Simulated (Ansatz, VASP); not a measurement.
# Mo47W7 (random alloy of the bcc Mo-W line, x = 0.1296) in two plane-wave programs

Aim: how closely do two programs agree when they are given the same cell, functional and k mesh? The cell is taken from a series of runs on this material, whose earlier steps may have relaxed, scaled, displaced or heated it; both programs get it as it stands.

Calculated with Ansatz 0.2.0; plane waves, with VASP 6.6.1 beside it; PBE.

## 1. The starting structure

The cell holds 54 atoms: 47 Mo and 7 W. Its edges and angles: a = 9.490 Å, b = 9.491 Å, c = 9.490 Å, α = 90.0°, β = 90.0°, γ = 90.0°. It derives from Mo (bcc Mo-W), repeated 3×3×3. Bcc Mo-W: 54 atoms, 7 of 54 Mo sites given to W at random, cell and internal coordinates interpolated linearly between the end members (Vegard's rule); (so at first; earlier steps may have moved the atoms), displaced by a Gaussian of 0.02 A. Lattice constants are starting values near those of PBE.

## 2. Ansatz: single point, PBE

Ansatz runs on its default PAW (the set named soft_2) files.

A single point takes one fixed geometry, so differences don't come from the geometry; what else differs is listed under the comparison.

The input, input.yaml:

```yaml
crystal:
  lattice:
    - [9.48999, 0.00017, -8.0e-05]
    - [0.00017, 9.49108, -0.00014]
    - [-8.0e-05, -0.00014, 9.48977]
  atoms:
    - { symbol: Mo, position: [4.0e-05, 0.00015, 9.0e-05] }
    - { symbol: Mo, position: [0.16663, 0.16681, 0.16658] }
    - { symbol: Mo, position: [0.99988, 0.00029, 0.33335] }
    - { symbol: W, position: [0.16673, 0.16671, 0.50021] }
    - { symbol: Mo, position: [0.99979, 0.00014, 0.66673] }
    - { symbol: W, position: [0.16664, 0.16684, 0.83339] }
    - { symbol: Mo, position: [0.99992, 0.33358, 0.00015] }
    - { symbol: Mo, position: [0.16679, 0.50029, 0.16665] }
    - { symbol: Mo, position: [6.0e-05, 0.33344, 0.33328] }
    - { symbol: Mo, position: [0.16664, 0.50034, 0.50011] }
    - { symbol: Mo, position: [0.99997, 0.33354, 0.66674] }
    - { symbol: Mo, position: [0.16678, 0.5002, 0.8334] }
    - { symbol: W, position: [2.0e-05, 0.66687, 1.0e-05] }
    - { symbol: Mo, position: [0.1667, 0.83351, 0.16672] }
    - { symbol: Mo, position: [1.0e-05, 0.66687, 0.33331] }
    - { symbol: W, position: [0.16672, 0.83354, 0.50007] }
    - { symbol: Mo, position: [7.0e-05, 0.66693, 0.66686] }
    - { symbol: Mo, position: [0.16678, 0.83353, 0.8334] }
    - { symbol: Mo, position: [0.33349, 0.0001, 5.0e-05] }
    - { symbol: W, position: [0.50024, 0.16688, 0.16666] }
    - { symbol: Mo, position: [0.33355, 0.00015, 0.33329] }
    - { symbol: Mo, position: [0.5002, 0.16677, 0.50009] }
    - { symbol: Mo, position: [0.33368, 0.00016, 0.66682] }
    - { symbol: Mo, position: [0.50021, 0.16677, 0.83337] }
    - { symbol: Mo, position: [0.33344, 0.3335, 0.99995] }
    - { symbol: W, position: [0.50014, 0.50026, 0.16657] }
    - { symbol: Mo, position: [0.33336, 0.33359, 0.33353] }
    - { symbol: Mo, position: [0.50026, 0.50029, 0.50013] }
    - { symbol: Mo, position: [0.33363, 0.33367, 0.66666] }
    - { symbol: Mo, position: [0.50018, 0.50039, 0.83344] }
    - { symbol: Mo, position: [0.33343, 0.66702, 0.99995] }
    - { symbol: Mo, position: [0.50022, 0.83348, 0.16656] }
    - { symbol: Mo, position: [0.33354, 0.66687, 0.33346] }
    - { symbol: Mo, position: [0.50016, 0.83354, 0.50018] }
    - { symbol: Mo, position: [0.33352, 0.66678, 0.66672] }
    - { symbol: Mo, position: [0.50025, 0.83343, 0.83342] }
    - { symbol: Mo, position: [0.66668, 0.0002, 0.99995] }
    - { symbol: Mo, position: [0.83331, 0.16673, 0.16656] }
    - { symbol: Mo, position: [0.66678, 0.00011, 0.33353] }
    - { symbol: Mo, position: [0.83324, 0.16687, 0.50011] }
    - { symbol: Mo, position: [0.66673, 0.00026, 0.66666] }
    - { symbol: Mo, position: [0.83335, 0.16678, 0.83349] }
    - { symbol: Mo, position: [0.66684, 0.33351, 0.99987] }
    - { symbol: Mo, position: [0.83331, 0.50025, 0.16671] }
    - { symbol: Mo, position: [0.66678, 0.33345, 0.33347] }
    - { symbol: W, position: [0.83332, 0.50031, 0.50014] }
    - { symbol: Mo, position: [0.66658, 0.3334, 0.66681] }
    - { symbol: Mo, position: [0.83324, 0.50025, 0.8333] }
    - { symbol: Mo, position: [0.66679, 0.6669, 2.0e-05] }
    - { symbol: Mo, position: [0.83328, 0.83361, 0.16664] }
    - { symbol: Mo, position: [0.66665, 0.66706, 0.33341] }
    - { symbol: Mo, position: [0.83329, 0.83345, 0.50011] }
    - { symbol: Mo, position: [0.66661, 0.66697, 0.66671] }
    - { symbol: Mo, position: [0.83318, 0.83358, 0.83342] }
kpoints:
  mp_grid: { grid: [2, 2, 2] }
hamiltonian:
  xc: pbe
scf:
  occupations: { method: fermi_dirac, width: 0.1 }
output:
  forces: true
  stress: true
  populations: true
  dos:
    method: { smearing: { sigma: 0.08 } }
    de: 0.05
    projected: { site_lists: { Mo: [Mo], W: [W] } }
  eigenvalues: true
  write_density: true
  write_potential: true
  volumetric_format: npy
```

Launch:

```console
> ansatz run input.yaml --threads 6 --pin off --max-ram 76800MiB --backend cuda --events-out ev --progress --plain --runs-dir out
```

Numbers of over 12 decimals in the logs are rounded to 6 here.

The log of the run:

```text
Engine: ansatz 0.2.0, x86_64-unknown-linux-gnu
Pseudopotentials: kind: paw
Pseudopotential: Mo, paw, valence charge 14, recommended cutoff 420 eV (normal), Mo.paw.azcp
Pseudopotential: W, paw, valence charge 14, recommended cutoff 420 eV (normal), W.paw.azcp
Functional definition: PBE
  parameter kappa = 0.804
  parameter beta = 0.066725
  exchange = pbe_x(kappa = kappa, mu = beta*pi^2/3)
  correlation = pbe_c(beta = beta)
concurrent solve slots: 4 of 6 are kept, ahead of what memory takes: no pass of the eigensolver takes more rounds on 4
device memory: the entry about to start is reckoned to put 14.5 GiB on a device that reports 70.3 GiB free
GPU FFT provider: cuFFT
GPU libraries: cuBLAS 13.8.2, cuFFT 12.4.0, cuSOLVER 12.3.4
Crystal: 54 atoms, lattice volume = 854.746 Å³
Basis set: ecut = 420 eV, 16831 PW (Γ), exchange–correlation on 128×128×128 points (8 copies of the dense FFT grid, shifted against one another)
Bands: 454, of which v1, the nominal top of the filled ones, is band 378 counted from 1 (377 counted from 0)
Symmetry: 1 space group operations
Space group: P1 (ITA 1), of the structure as read, at distance tolerance 9.5e-5 Å
k-points: 8
Non-local potential: Mo, projectors of the file, l = 0: 3, l = 1: 2, l = 2: 2, l = 3: 1
Non-local potential: W, projectors of the file, l = 0: 3, l = 1: 2, l = 2: 2, l = 3: 1
PAW form: soft (Blöchl's): semilocal exchange-correlation on the pseudo side does not see the compensation charge
PAW one-centre angular grid: Mo, 590 points (default); XC on 64 Gauss nodes
PAW one-centre angular grid: W, 590 points (default); XC on 64 Gauss nodes
Initial density: superposition of atomic densities (neutral atoms: chi_scale 0, normalization atom), corrected by the library's trained network
Initial wavefunctions: pseudopotential atomic-orbital guess
GPU buffer pool allocated for 262144 grid points (all kernels)
GPU transforms: local potential and band sums: pruned to the plane-wave sphere, on 64×64×64
Functional: x = pbe(κ = 0.804, μ = 0.219515), c = pbe(β = 0.066725)
SCF iter   1: F=—  HF=-305628.137093 eV  |F-HF|=—  |Δ(HF+E_count)|=         —  Δρ=2.88e-3  dr2=9.63e-2  ethr=1.77e-3  ⟨swp⟩=4.4  Hψ=13369  notcnv=0
preconditioner: auto → Resta (q_TF=auto, 2.673 Å⁻¹)  ε∞=29.3  [insulator: Δε(μ)=0.316 eV  Ē_g=4.300 eV  σ=0.100 eV  W_gap=0.64  n_scr=256 (ndim 8)  ℏωp=22.9 eV  f_vac=0.000  D(μ)=20.37/eV (n_scr^D=122)  ε∞_Penn≈29.3]
SCF iter   2: F=—  HF=-305628.128828 eV  |F-HF|=—  |Δ(HF+E_count)|=   8.27e-3  Δρ=1.61e-3  dr2=2.35e-2  ethr=1.27e-5  ⟨swp⟩=1.8  Hψ=4209  notcnv=0
SCF iter   3: F=—  HF=-305628.130193 eV  |F-HF|=—  |Δ(HF+E_count)|=   1.37e-3  Δρ=2.33e-4  dr2=3.27e-4  ethr=3.10e-6  ⟨swp⟩=2.0  Hψ=4091  notcnv=0
SCF iter   4: F=—  HF=-305628.127340 eV  |F-HF|=—  |Δ(HF+E_count)|=   2.85e-3  Δρ=3.98e-5  dr2=9.26e-6  ethr=4.32e-8  ⟨swp⟩=2.0  Hψ=4844  notcnv=0
SCF iter   5: F=—  HF=-305628.132248 eV  |F-HF|=—  |Δ(HF+E_count)|=   4.91e-3  Δρ=8.78e-6  dr2=4.48e-7  ethr=1.23e-9  ⟨swp⟩=2.0  Hψ=4949  notcnv=0
SCF iter   6: F=-305628.132248 eV  HF=-305628.132248 eV  |F-HF|=1.16e-8  |Δ(HF+E_count)|=   4.67e-8  Δρ=1.29e-6  dr2=1.85e-8  ethr=1.32e-11  ⟨swp⟩=13.4  Hψ=39411  notcnv=0
SCF 1 converged in 6 iterations: F = -305628.132248 eV  dr2 = 1.85e-8
  greatest PAW one-centre occupation: 1.000 electrons in one spin orbital (limit 2), on the W atom at site 12 (counted from 0), in its partial waves of l = 0
SCF converged after 6 iterations
Free energy (F): -305628.132248 eV
Harris-Foulkes:  -305628.132248 eV  (|F-HF|=1.16e-8)
Internal energy: -305627.353793 eV  (E = F + TS)
E sigma→0 (E₀):  -305627.743021 eV
Entropy (-TS):   -0.778455 eV (-14.416 meV/atom)
Fermi energy:    21.062613 eV
--- Per-component energies (eV) ---
  E_band       = -3338.911842
  E_kinetic    = 23851.635551
  E_local      = -41441.147916  (includes V_loc(G=0)·N_el)
  E_nonlocal   = 6701.915433
  E_hartree    = 13807.325875
  E_xc         = -10491.432746
  E_vxc        = -12433.640190  (∫ρ·V_xc dr)
  E_paw        = -210391.238672  (= ΣΔE_a)
  E_vpaw       = -7632.319932  (= ΣTr[D̂ρ^β])
  E_aug_tail   = 0.001550  (compensation charges beyond the density's cutoff)
  E_ewald      = -87664.412868
  E_smearing   = -0.778455  (= −TS)
  E_closure    = 0.000000  (closes the sum)
  Σ components = -305628.132248   (vs F -305628.132248, Δ=0.00e0)
--- Forces (eV/Å), atoms counted from 1 ---
  atom   1  Mo    -0.00085891     0.00045256    -0.00027550
  atom   2  Mo    -0.00018077    -0.00014603    -0.00045952
  atom   3  Mo     0.00018100    -0.00059894     0.00036916
  atom   4  W      0.00010802     0.00104490     0.00017548
  atom   5  Mo    -0.00051341     0.00007688    -0.00043487
  atom   6  W      0.00058454     0.00117040     0.00036407
  atom   7  Mo    -0.00049586    -0.00062222    -0.00040195
  atom   8  Mo     0.00084941    -0.00060452    -0.00056947
[...]
k-point 7: bands = [... 374 lower, 21.2924, 21.3058, 21.3187, 21.3362, 21.4899, 21.4956, 21.4970, 21.4980, ... 72 higher]
--- Löwdin populations: 54 sites ---
  site symbol       q [e]
     0     Mo     13.9473
     1     Mo     13.9342
     2     Mo     13.9659
     3      W     13.6857
     4     Mo     13.9867
     5      W     13.6842
     6     Mo     13.9469
     7     Mo     13.9525
     8     Mo     13.9653
     9     Mo     13.9342
    10     Mo     13.9864
    11     Mo     13.9523
    12      W     13.6787
    13     Mo     13.9522
    14     Mo     13.9673
    15      W     13.6842
    16     Mo     13.9673
    17     Mo     13.9527
    18     Mo     13.9656
    19      W     13.6846
    20     Mo     13.9854
    21     Mo     13.9339
    22     Mo     13.9863
    23     Mo     13.9336
[...]
46     Mo     13.9455
    47     Mo     13.9517
    48     Mo     13.9477
    49     Mo     13.9509
    50     Mo     13.9662
    51     Mo     13.9329
    52     Mo     13.9467
    53     Mo     13.9509
  spilling = 0.005861 (of n_electrons = 756.000000)
```

## 3. VASP: single point, PBE

The same cell, functional, mesh and smearing now go to VASP, with its own data sets.

Lines of VASP's logs that name or quote its potential files are left out, and so is its time.

The input, INCAR:

```
SYSTEM = Mo47W7
PREC = Accurate
ENCUT = 600
EDIFF = 1E-06
NELM = 120
ISMEAR = -1
SIGMA = 0.1
LREAL = Auto
ALGO = Normal
GGA = PE
NBANDS = 408
LASPH = .TRUE.
LORBIT = 11
LWAVE = .FALSE.
LCHARG = .FALSE.
ISIF = 2
GGA_COMPAT = .FALSE.
KPAR = 8
```

The input, POSCAR:

```
Mo47W7
1.0
    9.4899900000      0.0001700000     -0.0000800000
    0.0001700000      9.4910800000     -0.0001400000
   -0.0000800000     -0.0001400000      9.4897700000
Mo W
47 7
Direct
    0.0000400000      0.0001500000      0.0000900000
    0.1666300000      0.1668100000      0.1665800000
    0.9998800000      0.0002900000      0.3333500000
    0.9997900000      0.0001400000      0.6667300000
    0.9999200000      0.3335800000      0.0001500000
    0.1667900000      0.5002900000      0.1666500000
    0.0000600000      0.3334400000      0.3332800000
    0.1666400000      0.5003400000      0.5001100000
    0.9999700000      0.3335400000      0.6667400000
    0.1667800000      0.5002000000      0.8334000000
    0.1667000000      0.8335100000      0.1667200000
    0.0000100000      0.6668700000      0.3333100000
    0.0000700000      0.6669300000      0.6668600000
    0.1667800000      0.8335300000      0.8334000000
    0.3334900000      0.0001000000      0.0000500000
    0.3335500000      0.0001500000      0.3332900000
    0.5002000000      0.1667700000      0.5000900000
    0.3336800000      0.0001600000      0.6668200000
    0.5002100000      0.1667700000      0.8333700000
    0.3334400000      0.3335000000      0.9999500000
    0.3333600000      0.3335900000      0.3335300000
    0.5002600000      0.5002900000      0.5001300000
    0.3336300000      0.3336700000      0.6666600000
    0.5001800000      0.5003900000      0.8334400000
    0.3334300000      0.6670200000      0.9999500000
    0.5002200000      0.8334800000      0.1665600000
    0.3335400000      0.6668700000      0.3334600000
    0.5001600000      0.8335400000      0.5001800000
    0.3335200000      0.6667800000      0.6667200000
    0.5002500000      0.8334300000      0.8334200000
    0.6666800000      0.0002000000      0.9999500000
    0.8333100000      0.1667300000      0.1665600000
    0.6667800000      0.0001100000      0.3335300000
    0.8332400000      0.1668700000      0.5001100000
    0.6667300000      0.0002600000      0.6666600000
    0.8333500000      0.1667800000      0.8334900000
    0.6668400000      0.3335100000      0.9998700000
    0.8333100000      0.5002500000      0.1667100000
    0.6667800000      0.3334500000      0.3334700000
    0.6665800000      0.3334000000      0.6668100000
    0.8332400000      0.5002500000      0.8333000000
    0.6667900000      0.6669000000      0.0000200000
    0.8332800000      0.8336100000      0.1666400000
    0.6666500000      0.6670600000      0.3334100000
    0.8332900000      0.8334500000      0.5001100000
    0.6666100000      0.6669700000      0.6667100000
    0.8331800000      0.8335800000      0.8334200000
    0.1667300000      0.1667100000      0.5002100000
    0.1666400000      0.1668400000      0.8333900000
    0.0000200000      0.6668700000      0.0000100000
    0.1667200000      0.8335400000      0.5000700000
    0.5002400000      0.1668800000      0.1666600000
    0.5001400000      0.5002600000      0.1665700000
    0.8333200000      0.5003100000      0.5001400000
```

The input, KPOINTS:

```
Automatic mesh
0
Gamma
2 2 2
0 0 0
```

The projector-augmented-wave data sets are Mo_sv and W (PBE family, release 64).

Launch:

```console
> mpirun -np 8 vasp_std
```

The log of the run:

```text
[banner, memory and clock lines left out]
running    8 mpi-ranks, on    1 nodes
[...]
|                                                                             |
|           W    W    AA    RRRRR   N    N  II  N    N   GGGG   !!!           |
|           W    W   A  A   R    R  NN   N  II  NN   N  G    G  !!!           |
|           W    W  A    A  R    R  N N  N  II  N N  N  G       !!!           |
|           W WW W  AAAAAA  RRRRR   N  N N  II  N  N N  G  GGG   !            |
|           WW  WW  A    A  R   R   N   NN  II  N   NN  G    G                |
|           W    W  A    A  R    R  N    N  II  N    N   GGGG   !!!           |
|                                                                             |
|     For optimal performance we recommend to set                             |
|       NCORE = 2 up to number-of-cores-per-socket                            |
|     NCORE specifies how many cores store one orbital (NPAR=cpu/NCORE).      |
|     This setting can greatly improve the performance of VASP for DFT.       |
|     The default, NCORE=1 might be grossly inefficient on modern             |
|     multi-core architectures or massively parallel machines. Do your        |
|     Unfortunately you need to use the default for GW and RPA                |
|     calculations (for HF NCORE is supported but not extensively tested      |
|     yet).                                                                   |
|                                                                             |

 LDA part: xc-table for (Slater+PW92), standard interpolation
 POSCAR, INCAR and KPOINTS ok, starting setup
[...]
entering main loop
       N       E                     dE             d eps       ncg     rms          rms(c)
DAV:   1     0.992645022293E+04    0.99265E+04   -0.45956E+05  6624   0.200E+03
DAV:   2    -0.576103550205E+02   -0.99841E+04   -0.97709E+04  6744   0.610E+02
DAV:   3    -0.613121097984E+03   -0.55551E+03   -0.52844E+03  9040   0.128E+02
DAV:   4    -0.641332660821E+03   -0.28212E+02   -0.27281E+02  7992   0.205E+01
[...]
DAV:  15    -0.606425544898E+03    0.24113E-04   -0.18370E-04  8656   0.317E-02    0.192E-02
DAV:  16    -0.606425545841E+03   -0.94318E-06   -0.30296E-05  8456   0.126E-02    0.115E-02
DAV:  17    -0.606425545776E+03    0.65018E-07   -0.66716E-06  6768   0.661E-03
   1 F= -.60642555E+03 E0= -.60603694E+03  d E =-.777203E+00
```

From OUTCAR (step 3):

```text
  Total       -0.1914293     -0.4200532     -0.1431897     -0.0142605      0.0144616      0.0082778
  in kB       -0.3588243     -0.7873681     -0.2684018     -0.0267305      0.0271075      0.0155163
  external PRESSURE =      -0.4715314 kB  Pullay stress =       0.0000000 kB

 POSITION                                       TOTAL-FORCE (eV/Angst)
 -----------------------------------------------------------------------------------
      0.00038      0.00142      0.00085         0.017546      0.008397     -0.016457
      1.58133      1.58321      1.58077         0.011585     -0.000470      0.000873
      9.48882      0.00288      3.16333         0.033027     -0.000676      0.031621
      9.48794      0.00141      6.32703         0.047901      0.014173     -0.015124
      9.48929      3.16620      0.00130         0.016006     -0.007102     -0.015896
      1.58291      4.74830      1.58139        -0.006142      0.011440     -0.013018
      0.00060      3.16466      3.16270         0.002195      0.001492      0.030885
      1.58146      4.74873      4.74585        -0.007862      0.000055      0.000111
      9.48971      3.16573      6.32708         0.016743     -0.014713     -0.014981
      1.58276      4.74735      7.90869        -0.017156      0.006863      0.012868
      1.58211      7.91092      1.58200        -0.011293     -0.012225     -0.006827
      0.00018      6.32927      3.16294        -0.000367      0.000066      0.024097
      0.00072      6.32979      6.32825         0.000657      0.000905     -0.023596
      1.58282      7.91101      7.90864        -0.016370     -0.005081      0.003673
[...]
-----------------------------------------------------------------------------------
    total drift:                                0.000354      0.001839      0.001814

  FREE ENERGIE OF THE ION-ELECTRON SYSTEM (eV)
  ---------------------------------------------------
  free  energy   TOTEN  =      -606.4255457758 eV

  energy  without entropy=     -605.6483431197  energy(sigma->0) =     -606.03694445

[... 1 further part left out ...]
```

The data set W keeps the semicore shell frozen, which is cheaper and a little less accurate.

## 4. Differences

Known differences besides the potentials themselves: the data sets hold 756 valence electrons in Ansatz (on its default PAW (the set named soft_2) files) and 700 in VASP; the cutoff is 420 eV in Ansatz and 600 eV in VASP (PREC = Accurate, projectors in real space). Total energies have different zeros and are not compared.

Both answers:

```
      quantity  Ansatz   VASP  difference
pressure (GPa)   -0.01  -0.05       +0.04
```

The largest component of a force difference here is 49 meV/Å.

## 5. What came out

- r.m.s. force difference (single point, PBE): 14 meV/Å

**Reading.** The r.m.s. force difference is 14 meV/Å (single point, PBE), beyond the 12 meV/Å picked in this series as the mark of a large difference. The data sets hold unlike numbers of valence electrons (756 in Ansatz and 700 in VASP), so part of the differences may come from the potentials. What causes the difference of the single point, PBE pair stays open here. Such differences can come from data sets, numerical settings and the points named under the comparisons, not from the functional's error against experiment.

[Lines on the potential files, build, host, timing and source positions are cut from VASP's logs without a mark.]

[Logs are printed without paths, hosts, clocks, repeated set-up lines and the standing remarks that a program may print on its own settings, such as how far it seeks lower states.]

[Hosts, paths, dates, database ids (printed as entryN), source tags and the programs' standing remarks are cut or masked in the printed files.]
